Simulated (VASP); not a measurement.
Consider the following.

```yaml
crystal:
  lattice:
    - [0.00000, 3.30311, 3.30311]
    - [3.30311, 0.00000, 3.30311]
    - [3.30311, 3.30311, 0.00000]
  atoms:
    - { symbol: K, position: [0.00000, 0.00000, 0.00000] }
    - { symbol: Br, position: [0.50000, 0.50000, 0.50000] }
```

Calculation: r2SCAN meta-GGA, VASP's PBE PAW potentials (set 64) (plane waves; VASP). Run with 480 eV cut-off, 6×6×6 Γ-centred mesh, Gaussian smearing of 0.050 eV, potentials K_sv Br.

Each row applies one change to this cell, which was relaxed at other settings and keeps the small stress of the first row; at a fixed cut-off the stress holds a Pulay part, so it need not integrate to ΔE exactly. Stress is in GPa, positive when the cell is compressed; gaps are those on the k-mesh, and 0.00 means metallic.

```csv
change,ΔE (meV/atom),σxx,σyy,σzz,"largest shear component, with its sign (GPa)",gap (eV)
none,0.0,0.01,0.01,0.01,0.00,5.07
shear strain γ_xz = -0.5 %,0.0,0.01,0.01,0.01,0.03,5.07
uniaxial strain of +1.5 % along x,0.8,-0.52,-0.05,-0.05,0.00,5.03
uniaxial strain of +2.0 % along x,1.4,-0.67,-0.07,-0.07,0.00,5.01
isotropic strain of -3.0 %,(withheld),(withheld),(withheld),(withheld),(withheld),(withheld)
```

Task: What belongs in the gaps?

Result: 
- isotropic strain of -3.0 %, ΔE (meV/atom): 17.5
- isotropic strain of -3.0 %, σxx: 1.86
- isotropic strain of -3.0 %, σyy: 1.86
- isotropic strain of -3.0 %, σzz: 1.86
- isotropic strain of -3.0 %, largest shear component, with its sign (GPa): 0.00
- isotropic strain of -3.0 %, gap (eV): 5.35

Failed runs are left out, and for metals the shear rows, which the mesh's noise covers.

The compound is KBr in the rock salt structure.
